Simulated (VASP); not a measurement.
```xyz
3
Lattice="1.9363 -3.3538 0.0000 1.9363 3.3538 0.0000 0.0000 0.0000 6.8955" Properties=species:S:1:pos:R:3 pbc="T T T"
Sn     0.0000     0.0000     6.8955
Se     1.9363     1.1179     1.5951
Se     1.9363    -1.1179     5.3005
```

Calculation: PBE GGA, VASP's PBE PAW potentials (set 64) (plane waves; VASP 6.6.1). Numerical set-up: 480 eV cut-off, 6×6×4 Γ-centred mesh, Gaussian smearing of 0.050 eV, potentials Sn_d Se.

Energy and stress use the plane-wave basis of the starting cell. Without a dispersion term in the relaxation, distances and binding between the weakly bound layers, chains or molecules are unreliable, and so is what depends on them.

Q: The ions, cell shape and volume at an external pressure of 1.0 GPa are relaxed. What does this cell relax into?

A: 
```xyz
3
Lattice="1.9306 -3.3438 0.0000 1.9306 3.3438 0.0000 0.0000 0.0000 6.2983" Properties=species:S:1:pos:R:3 pbc="T T T"
Sn     0.0000     0.0000     0.0000
Se     1.9306     1.1146     1.5936
Se     1.9306    -1.1146     4.7047
```
Space group P-3m1 (164), at a tolerance of 0.03 Å.

Q: How do energy and volume change from the first to the last step?

A: The energy (σ→0) changes by +6.6 meV/atom and the volume by -9.2 %, in 17 ionic steps.

The compound is SnSe2 in the 1T layered structure. This run relaxes it under an external pressure of 1 GPa. Symmetry was kept, so distortions that lower it aren't found.
